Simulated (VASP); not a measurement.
Zr2F, 3 atoms in the cell. The structure is cubic, space group Fm-3m (No. 225). The conventional cell has a = 6.081 Å, b = 6.081 Å, c = 6.081 Å, α = 90.00°, β = 90.00°, γ = 90.00°. Around Zr (site symmetry -43m) lie 4 F at 2.63 Å. F (site symmetry m-3m) is surrounded by 8 Zr at 2.63 Å. The cell was built by a generator and needn't be a form met in nature.

* Program: VASP 6.6.1
* Task: single point
* Functional: vdW-DF
* Potentials or basis: VASP PAW PBE potentials, release 64 (Zr_sv_GW, F_GW)
* Cutoff: 600 eV
* k mesh: 6 × 6 × 6
* Occupations: gaussian, width 0.05 eV
* Spin: spin-orbit coupling, no magnetisation
* Further INCAR settings: ALGO = Fast; EDIFF = 1.00e-06

Potentials or basis: VASP PAW PBE potentials, release 64 (Zr_sv_GW, F_GW).

Command:

```bash
$ python run.py
```

Hardware: 1 thread of AMD EPYC 7571, with other jobs on the host.

Q: How long does it take, and how much memory?

A: It took 43 min on 1 thread of AMD EPYC 7571, with other jobs on the host, peak memory 0.85 GiB. Counts: scf iterations 32, k points 40.
